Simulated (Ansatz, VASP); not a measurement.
**Two plane-wave programs on NbTe**

```
CELL_PARAMETERS angstrom
4.26049 0.00000 0.00000
-2.13024 3.68969 0.00000
0.00000 0.00000 6.82302
ATOMIC_POSITIONS crystal
Nb 0.33333 0.66667 0.00000
Nb 0.66667 0.33333 0.50000
Te 0.33333 0.66667 0.38210
Te 0.66667 0.33333 0.88210
```

Alike in both runs: task single point; functional PBE; k mesh 6 × 6 × 4; occupations gaussian, width 0.1 eV; no spin polarisation.

```csv
,VASP,Ansatz
version,VASP 6.6.1,Ansatz 0.2.0
potentials or method,"VASP PAW PBE potentials, release 64 (Nb_sv, Te)","scalar-relativistic, plane waves, PAW"
plane-wave cutoff (eV),520,420
valence electrons in the cell,38,58
```

```csv
,VASP,Ansatz,Ansatz less VASP
gap on the k mesh at the Fermi level (eV),none,none,-
pressure (GPa),14.1,14.3,+0.19
largest component of the traceless stress (GPa),2.02,2.02,+0.004
rms of the force components (eV/Å),0.189,0.189,-0.0001
```

Atom by atom the forces differ by 0.000 eV/Å (rms over components). A gap of «none» marks a metal or a gap that the smearing closes. The functional is the same, so the differences come from potentials, cutoffs and numerics. The two sets of potentials don't hold the same shells in valence.

The runs have no spin-orbit coupling, so splittings on Te are missing.
